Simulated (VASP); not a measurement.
Method: PBEsol GGA, VASP's PBE PAW potentials (set 64) (plane waves; VASP).

A VASP calculation is set up with these files.

### POSCAR
```
Hf
1
    1.5466298998    -2.6788415308     0.0000000000
    1.5466298998     2.6788415308     0.0000000000
    0.0000000000     0.0000000000     4.8905840922
Hf
2
Direct
  0.3333330000   0.6666670000   0.2500000000
  0.6666670000   0.3333330000   0.7500000000
```

### INCAR
```
EDIFFG = -0.01   ! ionic stop
ISMEAR = 1   ! Methfessel-Paxton
LWAVE = .FALSE.
LCHARG = .FALSE.
ENCUT = 520
ALGO = Normal
EDIFF = 1E-7   ! SCF stop (eV)
PREC = Accurate
NSW = 30   ! most ionic steps
NELM = 100
SYSTEM = Hf
SIGMA = 0.1   ! width (eV)
IBRION = 2
GGA = PS   ! PBEsol
ISIF = 4
LMAXMIX = 6   ! l cut-off of mixed one-centre charges
LASPH = .TRUE.   ! aspherical one-centre terms
LREAL = .FALSE.
```

File KPOINTS:
```
Automatic mesh
0
Gamma
13 13 7
0 0 0
```

POTCAR, in this order: Hf_pv (PBE.64 set). Program: vasp_std.

The run wrote:

File OSZICAR:
```
       N       E                     dE             d eps       ncg     rms          rms(c)
DAV:   1     0.481745317115E+02    0.48175E+02   -0.11784E+04  2352   0.138E+03
DAV:   2    -0.196296541395E+02   -0.67804E+02   -0.66587E+02  2970   0.276E+02
DAV:   3    -0.216111661586E+02   -0.19815E+01   -0.19100E+01  3108   0.311E+01
DAV:   4    -0.216280978134E+02   -0.16932E-01   -0.16924E-01  2754   0.350E+00
DAV:   5    -0.216283011197E+02   -0.20331E-03   -0.20330E-03  3124   0.323E-01    0.704E+01
DAV:   6    -0.211331205224E+02    0.49518E+00   -0.42784E-01  2508   0.508E+00    0.417E+01
DAV:   7    -0.209521239822E+02    0.18100E+00   -0.71671E-01  2544   0.632E+00    0.202E+00
DAV:   8    -0.209439156830E+02    0.82083E-02   -0.46183E-02  2634   0.169E+00    0.382E-01
DAV:   9    -0.209440151435E+02   -0.99461E-04   -0.10241E-03  3294   0.253E-01    0.211E-01
DAV:  10    -0.209440096173E+02    0.55262E-05   -0.43100E-05  2688   0.553E-02    0.277E-01
DAV:  11    -0.209440089832E+02    0.63414E-06   -0.58725E-06  3024   0.194E-02    0.292E-02
DAV:  12    -0.209440092940E+02   -0.31075E-06   -0.79259E-07  2844   0.719E-03    0.854E-03
DAV:  13    -0.209440091989E+02    0.95078E-07   -0.33442E-08  1842   0.155E-03
   1 F= -.20944009E+02 E0= -.20943761E+02  d E =-.209440E+02
       N       E                     dE             d eps       ncg     rms          rms(c)
DAV:   1    -0.209459567905E+02   -0.19475E-02   -0.10138E-01  2364   0.266E+00    0.264E-01
DAV:   2    -0.209447891547E+02    0.11676E-02   -0.16522E-03  3078   0.321E-01    0.136E-01
DAV:   3    -0.209444413358E+02    0.34782E-03   -0.40808E-04  3088   0.142E-01    0.112E-01
DAV:   4    -0.209443862829E+02    0.55053E-04   -0.12813E-04  3198   0.829E-02    0.469E-02
DAV:   5    -0.209443865304E+02   -0.24755E-06   -0.71867E-06  2958   0.201E-02    0.316E-03
DAV:   6    -0.209443865198E+02    0.10616E-07   -0.14305E-07  2106   0.288E-03
   2 F= -.20944387E+02 E0= -.20944148E+02  d E =-.377321E-03
```

**OUTCAR**
```
------------------------ aborting loop because EDIFF is reached ----------------------------------------
  FORCE on cell =-STRESS in cart. coord.  units (eV):
  Direction    XX          YY          ZZ          XY          YZ          ZX
  --------------------------------------------------------------------------------------
  Total        1.9689976      1.9689975      1.9919324     -0.0000000      0.0000000      0.0000000
  in kB       77.8451598     77.8451575     78.7518982     -0.0000000      0.0000000      0.0000000
  external PRESSURE =      78.1474052 kB  Pullay stress =       0.0000000 kB
  volume of cell :       40.53
      direct lattice vectors                 reciprocal lattice vectors
     1.544091901 -2.674445585  0.000000000     0.323814923 -0.186954636  0.000000000
     1.544091901  2.674445585  0.000000000     0.323814923  0.186954636  0.000000000
     0.000000000  0.000000000  4.906674459     0.000000000  0.000000000  0.203804024
 POSITION                                       TOTAL-FORCE (eV/Angst)
 -----------------------------------------------------------------------------------
      1.54409      0.89148      1.22667        -0.000000      0.000000      0.000000
      1.54409     -0.89148      3.68001         0.000000     -0.000000      0.000000
 -----------------------------------------------------------------------------------
    total drift:                               -0.000003      0.000168     -0.000015
  FREE ENERGIE OF THE ION-ELECTRON SYSTEM (eV)
  ---------------------------------------------------
  free  energy   TOTEN  =       -20.9443865198 eV

  energy  without entropy=      -20.9436705270  energy(sigma->0) =      -20.94414786

 reached required accuracy - stopping structural energy minimisation
```
(Selected blocks of OUTCAR.)

File CONTCAR:
```
Hf
   1.00000000000000
     1.5440919009814091   -2.6744455846089545    0.0000000000000000
     1.5440919009814091    2.6744455846089545    0.0000000000000000
     0.0000000000000000    0.0000000000000000    4.9066744587468918
  Hf
     2
Direct
     0.3333330000000032    0.6666669999999968    0.2500000000000000
     0.6666669999999968    0.3333330000000032    0.7500000000000000
```

The compound is Hf in the hcp structure. This cell is one point of a volume scan, at 0.94 of the reference volume. Symmetry was kept, so distortions that lower it aren't found.
